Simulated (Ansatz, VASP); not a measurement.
# Cross-check of Zr2CF2 (Zr2CF2 MXene monolayer) between VASP and Ansatz, part 2 of 2

Aim: how closely do two programs agree when they are given the same cell, functional and k mesh? The structure shown is the start of the Ansatz relaxation below; VASP solves that cell, so the two are compared at the walk's first step.

VASP 6.6.1 and Ansatz 0.2.0.

So far: Starting point; Ansatz: relaxation, PBE with D3(BJ).

**3. VASP: single point, PBE with D3(BJ), start cell**

Level of this step: PBE with D3(BJ); plane waves and PAW (F, Zr_sv, C) (VASP).

The same cell, functional, mesh and smearing now go to VASP, with its own data sets.

Lines of VASP's logs that name or quote its potential files are left out, and so is its time.

Contents of INCAR:

```
SYSTEM = Zr2CF2
PREC = Accurate
ENCUT = 520
EDIFF = 1E-06
NELM = 120
ISMEAR = -1
SIGMA = 0.05
LREAL = .FALSE.
ALGO = Normal
GGA = PE
IVDW = 12
NBANDS = 27
LASPH = .TRUE.
LORBIT = 11
LWAVE = .FALSE.
LCHARG = .FALSE.
ISIF = 2
LDIPOL = .TRUE.
IDIPOL = 3
DIPOL = 0.5 0.5 0.5
LVHAR = .TRUE.
GGA_COMPAT = .FALSE.
NELMDL = -8
KPAR = 2
```

Contents of POSCAR:

```
Zr2CF2
1.0
    3.2890000000      0.0000000000      0.0000000000
   -1.6445000000      2.8483580000      0.0000000000
    0.0000000000      0.0000000000     40.1906820000
F Zr C
2 2 1
Direct
    0.3333332748      0.6666665496      0.4428887273
    0.6666667252      0.3333334504      0.5571112727
    0.6666667252      0.3333334504      0.4677101274
    0.3333332748      0.6666665496      0.5322898726
    0.0000000000      0.0000000000      0.5000000000
```

Contents of KPOINTS:

```
Automatic mesh
0
Gamma
12 12 1
0 0 0
```

Potentials, in the order of the species: F, Zr_sv and C (PBE family, release 64).

Command:

```bash
mpirun -np 2 vasp_std
```

Numbers of over 12 decimals in the logs are rounded to 6 here.

The log of the run:

```text
[banner, memory and clock lines left out]
running    2 mpi-ranks, on    1 nodes
 distrk:  each k-point on    1 cores,    2 groups
 distr:  one band on    1 cores,    1 groups

 POSCAR found type information on POSCAR F ZrC
 POSCAR found :  3 types and       5 ions
 LDA part: xc-table for (Slater+PW92), standard interpolation
 POSCAR, INCAR and KPOINTS ok, starting setup
 FFT: planning ... GRIDC
 FFT: planning ... GRID_SOFT
 FFT: planning ... GRID
 WAVECAR not read
 entering main loop
       N       E                     dE             d eps       ncg     rms          rms(c)
DAV:   1     0.433576359869E+03    0.43358E+03   -0.19809E+04  1338   0.122E+03
DAV:   2     0.748029821389E+01   -0.42610E+03   -0.41863E+03  1372   0.332E+02
DAV:   3    -0.452835353174E+02   -0.52764E+02   -0.52490E+02  1497   0.115E+02
DAV:   4    -0.480738097269E+02   -0.27903E+01   -0.27794E+01  1585   0.247E+01
DAV:   5    -0.481994121949E+02   -0.12560E+00   -0.12556E+00  1561   0.372E+00
DAV:   6    -0.482007099897E+02   -0.12978E-02   -0.12977E-02  1452   0.495E-01
DAV:   7    -0.482007438163E+02   -0.33827E-04   -0.33825E-04  1572   0.714E-02
DAV:   8    -0.482007446304E+02   -0.81409E-06   -0.81401E-06  1444   0.115E-02    0.313E+01
DAV:   9    -0.403157098358E+02    0.78850E+01   -0.49298E+01  1113   0.337E+01    0.122E+01
DAV:  10    -0.401481942304E+02    0.16752E+00   -0.25155E+00  1393   0.890E+00    0.575E+00
DAV:  11    -0.400350271956E+02    0.11317E+00   -0.30243E-01  1537   0.338E+00    0.706E-01
DAV:  12    -0.400168441459E+02    0.18183E-01   -0.51608E-02  1444   0.108E+00    0.402E-01
DAV:  13    -0.399991933220E+02    0.17651E-01   -0.27420E-02  1481   0.924E-01    0.210E-01
DAV:  14    -0.399977328971E+02    0.14604E-02   -0.37797E-03  1465   0.337E-01    0.117E-01
[...]
DAV:  21    -0.399978359430E+02   -0.17898E-03   -0.21866E-05  1123   0.101E-02    0.185E-03
DAV:  22    -0.399979594230E+02   -0.12348E-03   -0.28901E-05  1113   0.103E-02    0.155E-03
DAV:  23    -0.399979784681E+02   -0.19045E-04   -0.24696E-06  1112   0.289E-03    0.903E-04
DAV:  24    -0.399980041049E+02   -0.25637E-04   -0.40542E-06   944   0.311E-03    0.878E-04
DAV:  25    -0.399980115790E+02   -0.74741E-05   -0.82145E-07  1052   0.171E-03    0.379E-04
DAV:  26    -0.399980148995E+02   -0.33205E-05   -0.17883E-07   939   0.120E-03    0.225E-04
DAV:  27    -0.399980171989E+02   -0.22994E-05   -0.11326E-07   837   0.788E-04    0.195E-04
DAV:  28    -0.399980177656E+02   -0.56674E-06   -0.16158E-08   845   0.353E-04
   1 F= -.41008879E+02 E0= -.41003878E+02  d E =-.100006E-01
```

OUTCAR, selected parts (step 3):

```text
ion  position               nearest neighbor table
   1  0.333  0.667  0.443-   3 2.14   3 2.14   3 2.15
   2  0.667  0.333  0.557-   4 2.14   4 2.14   4 2.15
   3  0.667  0.333  0.468-   1 2.14   1 2.14   1 2.15   5 2.30   5 2.30   5 2.30   4 3.22   4 3.22
                             4 3.22
   4  0.333  0.667  0.532-   2 2.14   2 2.14   2 2.15   5 2.30   5 2.30   5 2.30   3 3.22   3 3.22
                             3 3.22
   5  0.000  0.000  0.500-   4 2.30   3 2.30   4 2.30   3 2.30   3 2.30   4 2.30

  LATTYP: Found a hexagonal cell.
 ALAT       =     3.2890000000
 C/A-ratio  =    12.2197269687

 Subroutine GETGRP returns: Found 12 space group operations
 (whereof 12 operations were pure point group operations)

The static configuration has the point symmetry D_3d.

 Found     19 irreducible k-points:

   k-points           NKPTS =     19   k-points in BZ     NKDIM =     19   number of bands    NBANDS=     27

   dimension x,y,z NGX =    24 NGY =   24 NGZ =  300
   dimension x,y,z NGXF=    48 NGYF=   48 NGZF=  600

   ENCUT  =  520.0 eV  38.22 Ry    6.18 a.u.   6.12  6.12 74.73*2*pi/ulx,y,z

   NELECT =      42.0000    total number of electrons

 k-points in reciprocal lattice and weights: Automatic mesh
   0.00000000  0.00000000  0.00000000       0.007
   0.08333333 -0.00000000  0.00000000       0.042
   0.16666667 -0.00000000  0.00000000       0.042
   0.25000000 -0.00000000  0.00000000       0.042
   0.33333333 -0.00000000  0.00000000       0.042
   0.41666667 -0.00000000  0.00000000       0.042
   0.50000000 -0.00000000  0.00000000       0.021
   0.08333333  0.08333333  0.00000000       0.042
   0.16666667  0.08333333  0.00000000       0.083
[...]
0.33333333  0.25000000  0.00000000       0.083
   0.33333333  0.33333333  0.00000000       0.014

 dipolmoment           0.000000      0.000000      0.000000 electrons x Angstroem

 average (electrostatic) potential at core
       1 -83.2599       2 -83.2599       3 -84.1012       4 -84.1012       5 -54.1775

 E-fermi :   0.4193

 k-point     1 :       0.0000    0.0000    0.0000
  band No.  band energies     occupation
    ...
     16      -8.9202      2.00000
     17      -8.3940      2.00000
     18      -3.7292      2.00000
     19      -2.1605      2.00000
     20      -2.1605      2.00000
     21       0.5226      0.22489
     22       0.5226      0.22488
     23       0.6316      0.02823
     24       0.8140      0.00074
     25       0.8849      0.00018
    ...

 k-point     2 :       0.0833   -0.0000    0.0000
  band No.  band energies     occupation
    ...
     17      -8.3027      2.00000
     18      -3.6349      2.00000
     19      -2.4730      2.00000
     20      -2.2401      2.00000
     21       0.3230      1.74564
     22       0.7069      0.00633
     23       0.7887      0.00124
     24       0.9115      0.00011
     25       0.9372      0.00006
     26       2.0262      0.00000
    ...

 k-point     3 :       0.1667   -0.0000    0.0000
  band No.  band energies     occupation
    ...
     17      -8.1800      2.00000
     18      -3.4476      2.00000
     19      -3.0781      2.00000
     20      -2.3959      2.00000
     21      -0.1576      1.99998
     22       0.9481      0.00005
     23       1.1729      0.00000
     24       1.2235      0.00000
     25       1.3206      0.00000
     26       2.3590      0.00000
    ...

 Edisp (eV)   -1.01086

  Total       5.33744     5.33744     4.03415     0.00000     0.00000     0.00000
  in kB      22.71223    22.71224    17.16636     0.00000     0.00000     0.00000
  external pressure =       20.86 kB  Pullay stress =        0.00 kB

  energy-cutoff  :      520.00
  volume of cell :      376.52
      direct lattice vectors                 reciprocal lattice vectors
     3.289000000  0.000000000  0.000000000     0.304043782  0.175539732  0.000000000
    -1.644500000  2.848358000  0.000000000     0.000000000  0.351079464  0.000000000
     0.000000000  0.000000000 40.190682000     0.000000000  0.000000000  0.024881389

 POSITION                                       TOTAL-FORCE (eV/Angst)
 -----------------------------------------------------------------------------------
     -0.00000      1.89890     17.80000        -0.000000      0.000000     -3.293400
      1.64450      0.94945     22.39068        -0.000000     -0.000000      3.293400
      1.64450      0.94945     18.79759         0.000000     -0.000000      4.226894
     -0.00000      1.89890     21.39309        -0.000000      0.000000     -4.226894
      0.00000      0.00000     20.09534         0.000000      0.000000      0.000000
 -----------------------------------------------------------------------------------
    total drift:                                0.000000      0.000000      0.000000

  FREE ENERGIE OF THE ION-ELECTRON SYSTEM (eV)
  ---------------------------------------------------
  free  energy   TOTEN  =       -41.0088787531 eV

  energy  without entropy=      -40.9988781271  energy(sigma->0) =      -41.00387844

 vacuum level on the upper side and lower side of the slab         1.930         1.930

 total charge
# of ion       s       p       d       tot
------------------------------------------
    1        1.741   4.414   0.000   6.154
    2        1.741   4.414   0.000   6.154
    3        2.160   6.018   1.741   9.919
    4        2.160   6.018   1.741   9.919
    5        0.874   1.520   0.000   2.394
--------------------------------------------------
tot          8.675  22.382   3.483  34.540

[... 3 further parts left out ...]
```

**4. Comparison**

Known differences besides the potentials themselves: Ansatz cuts the interaction across the vacuum, VASP repeats the sheet with a dipole correction; the cutoff is 420 eV in Ansatz and 520 eV in VASP. Total energies have different zeros and are not compared.

Forces (eV/Å; atoms numbered as in POSCAR):

```tsv
atom	Ansatz x, y, z	VASP x, y, z
F1	0.000, 0.000, -3.258	0.000, 0.000, -3.293
F2	0.000, 0.000, 3.258	0.000, 0.000, 3.293
Zr3	0.000, 0.000, 4.212	0.000, 0.000, 4.227
Zr4	0.000, 0.000, -4.212	0.000, 0.000, -4.227
C5	0.000, 0.000, 0.000	0.000, 0.000, 0.000
```

The forces differ by 14 meV/Å r.m.s., which is 0.7 % of the r.m.s. force of 1.957 eV/Å (both taken over all components). With vacuum in the cell, a pressure given here is an average over mostly empty space and none of the material.

**5. Results**

| Item | Value |
| --- | --- |
| r.m.s. force difference (single point, PBE with D3(BJ), start cell) | 0.71 % of the r.m.s. force |

In words: The r.m.s. force difference is 0.71 % of the r.m.s. force (single point, PBE with D3(BJ), start cell), within the 3 % picked in this series as the mark of a large difference. 1 further run of this series is not shown here. Such differences can come from data sets, numerical settings and the points named under the comparisons, not from the functional's error against experiment.

[Lines on the potential files, build, host, timing and source positions are cut from VASP's logs without a mark.]

[Logs are printed without paths, hosts, clocks, repeated set-up lines and the standing remarks that a program may print on its own settings, such as how far it seeks lower states.]

[Hosts, paths, dates, database ids (printed as entryN), source tags and the programs' standing remarks are cut or masked in the printed files.]
